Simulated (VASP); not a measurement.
```
P
1.0
    1.67608    -5.31368     0.00000
    1.67608     5.31368     0.00000
    0.00000     0.00000     4.46358
P
4
Direct
  0.10170   0.89830   0.91940
  0.39830   0.60170   0.41940
  0.60170   0.39830   0.58060
  0.90803   0.11143   0.08060
```

These are PBE GGA, VASP's PBE PAW potentials (set 64) (plane waves; VASP) values and carry that method's errors. Settings: EDIFF = 1E-3, 400 eV cut-off, 6×6×5 Γ-centred mesh, Gaussian smearing of 0.050 eV, potentials P.

Q: Give the force on each atom (eV/Å).

A: 
```csv
atom,Fx,Fy,Fz
P1,0.038,0.216,-0.254
P2,0.257,-0.216,-0.241
P3,0.025,0.215,0.255
P4,-0.320,-0.215,0.240
```

Q: Give the stress tensor in GPa (positive for a compressed cell).

A: 
```
-1.97  -0.27   0.68
-0.27  -0.62   0.00
 0.68   0.00  -1.98
```
The pressure is its mean diagonal, -1.52 GPa.

The compound is P in the black structure. The cell was not relaxed at this level, atoms are displaced from their ideal sites. The run is one of a series of settings (EDIFF = 1E-3 against the base run), some of them coarse on purpose.
